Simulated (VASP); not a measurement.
These are revTPSS meta-GGA, VASP's PBE PAW potentials (set 64) (plane waves; VASP) values and carry that method's errors.

A VASP calculation is set up with these files.

**INCAR**
```
NELM = 100
PREC = Accurate
ISIF = 2
ISMEAR = 0   ! Gaussian
ALGO = Normal   ! blocked Davidson
SIGMA = 0.05   ! width (eV)
LWAVE = .FALSE.
METAGGA = RTPSS
LASPH = .TRUE.   ! aspherical one-centre terms
LCHARG = .FALSE.
LMIXTAU = .TRUE.
LMAXMIX = 4
SYSTEM = SrTiO3
ENCUT = 520
LREAL = .FALSE.
EDIFF = 1E-7   ! SCF stop (eV)
```

**KPOINTS**
```
Regular mesh
0
gamma
  6 6 6
```

### POSCAR
```
SrTiO3
1.0
  3.9281522200   0.0000000000   0.0000000000
  0.0000000000   3.9281522200   0.0000000000
  0.0000000000   0.0000000000   3.9281522200
Sr Ti O
1 1 3
Cartesian
  0.0000000000   0.0000000000   0.0000000000
  1.9640761100   1.9640761100   1.9640761100
  1.9640761100   0.0000000000   1.9640761100
  0.0000000000   1.9640761100   1.9640761100
  1.9640761100   1.9640761100   0.0000000000
```

POTCAR, in this order: Sr_sv Ti_sv O (PBE.64 set). Program: vasp_std.

Problem. Estimate the energy per atom (σ→0), band gap (on the k-mesh).

Solution. 
| Quantity | Value |
|---|---|
| energy per atom (σ→0) | -6.962 eV/atom |
| band gap (on the k-mesh) | 1.92 eV |

**OSZICAR**
```
...
DAV:  18    -0.348104033086E+02    0.34860E-04   -0.17211E-05  1376   0.395E-02    0.279E-02
DAV:  19    -0.348104564504E+02   -0.53142E-04   -0.10483E-04  1216   0.824E-02    0.819E-03
DAV:  20    -0.348104575131E+02   -0.10626E-05   -0.42527E-06  1112   0.196E-02    0.486E-03
DAV:  21    -0.348104582377E+02   -0.72467E-06   -0.23822E-06  1400   0.874E-03    0.360E-03
DAV:  22    -0.348104580213E+02    0.21644E-06   -0.15590E-07   816   0.364E-03    0.289E-03
DAV:  23    -0.348104581559E+02   -0.13457E-06   -0.26548E-07  1040   0.378E-03    0.144E-03
DAV:  24    -0.348104581788E+02   -0.22915E-07   -0.36545E-08   520   0.169E-03
   1 F= -.34810458E+02 E0= -.34810458E+02  d E =-.339316E-26
```

The compound is SrTiO3 in the cubic perovskite structure, the ideal cubic form; the compound distorts at low or room temperature. It was relaxed first.
